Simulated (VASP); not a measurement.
Ir: energy against volume

Ir (fcc, Fm-3m, 14.081 Å³/atom and stress up to 0.10 GPa in the relaxed cell, cube axes along x, y and z) under an equal strain ε along all three axes. PBEsol in VASP (plane waves, PAW), 480 eV, 20×20×20 Γ-centred mesh, Methfessel-Paxton smearing 0.10 eV.

Here V stands for volume and E for E less E0.

| volume (Å³/atom) | E less E0 (meV/atom) | pressure (GPa) |
|---|---|---|
| 12.8513 | ? | ? |
| 13.2529 | 67.16 | 27.49 |
| 13.4568 | 37.02 | 19.76 |
| 13.6628 | 16.14 | 12.61 |
| 13.8708 | 3.96 | 6.00 |
| 14.0810 | 0.00 | -0.10 |
| 14.2932 | 3.76 | -5.72 |
| 14.5076 | 14.77 | -10.89 |
| 14.7242 | 32.60 | -15.65 |
| 14.9428 | 56.83 | -20.01 |

Fit E of the 9 rows that show it with the third-order Birch-Murnaghan form, a cubic in V^(-2/3). With u = V^(-2/3) - 0.172, the rows have u = 0.006564, 0.004755, 0.002974, 0.001220, -0.000508, -0.002209, -0.003886, -0.005539, -0.007167. Least squares gives E = 0.354 + 1349.70·u + 1317697·u² + 4162380·u³. Residuals (row less fit): -0.005, 0.008, 0.008, -0.009, -0.008, 0.002, 0.007, 0.002, -0.003; standard error 0.008 (degrees of freedom: 5). Its minimum lies at u = -0.000513, so V0 = (0.171487)^(-3/2) = 14.08. There d²E/du² = 2623000 and d³E/du³ = 2.497e7, so B0 = (4/9) × 14.08^(-7/3) × 2623000 × 0.160218 = 390 GPa (the last factor turns the table's units into GPa), and B0' = 4 + (2/3) × 0.171487 × (2.497e7)/2623000 = 5.1. B0' rests on the cubic coefficient alone and has a standard error of 0.1 from these residuals.

Q: Estimate the missing E (V = 12.8513); what did the run itself give?

A: u = 0.010264, so E = 0.354 + 1349.70 × 0.010264 + 1317697 × 0.010264² + 4162380 × 0.010264³ = 157.527 meV/atom. The calculation gives 157.47 meV/atom, 0.057 meV/atom below the prediction (0.0 % of the range of E in the table). The row lies outside the fitted rows, so this is an extrapolation. From the scatter of the fitted rows alone, a prediction at this place has a standard error of 0.041 meV/atom, so the miss is 1.4 times that.

In a metal these values are sensitive to mesh and smearing; energies are taken to zero smearing, stresses follow the free energy. The runs aren't spin-polarised. Spin-orbit coupling is left out, which can shift these values for the heavy elements here. Other structures, which can take over under pressure, weren't tried. The same form fitted to the pressure column gives B0' = 5.1; series where the two differ by over 0.4 aren't shown. Rows are the converged runs of the series near zero and its far end, less any whose ions stayed unrelaxed beside relaxed ones; series whose fitted rows scatter by over a few per cent of the range, as at a crossing or softening among them, aren't shown in this form.
